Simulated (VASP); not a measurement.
Calculation: PBEsol GGA, VASP's PBE PAW potentials (set 64) (plane waves; VASP 6.6.1).

VASP input:

### KPOINTS
```
Automatic mesh
0
Gamma
8 8 8
0 0 0
```

**POSCAR**
```
CdTe
1
    0.0000000000     3.0774431546     3.0774431546
    3.0774431546    -0.0000000000     3.0774431546
    3.0774431546     3.0774431546     0.0000000000
Cd Te
1 1
Direct
  0.0000000000   0.0000000000   0.0000000000
  0.2500000000   0.2500000000   0.2500000000
```

### INCAR
```
ALGO = Normal
EDIFF = 1E-6
EDIFFG = -0.02
ENCUT = 500
GGA = PS
IBRION = 2
ISIF = 3
ISMEAR = 0
LASPH = T
LCHARG = F
LMAXMIX = 4
LREAL = F
LWAVE = F
NELM = 100
NSW = 40
PREC = Accurate
PSTRESS = 100
SIGMA = 0.05
SYSTEM = CdTe
```

POTCAR, in this order: Cd Te (PBE.64 set). Program: vasp_std.

**Question.** What will the output report for the number of irreducible k-points (NKPTS), largest plane-wave count, number of space-group operations, FFT grid (NGX, NGY, NGZ)?

**Answer.** 
The number of irreducible k-points (NKPTS) is 29, the largest plane-wave count is 1494 and the number of space-group operations comes out as 24. The FFT grid (NGX, NGY, NGZ) comes out as 32 × 32 × 32.

The compound is CdTe in the zinc blende structure. It was relaxed first under an external pressure of 10 GPa.
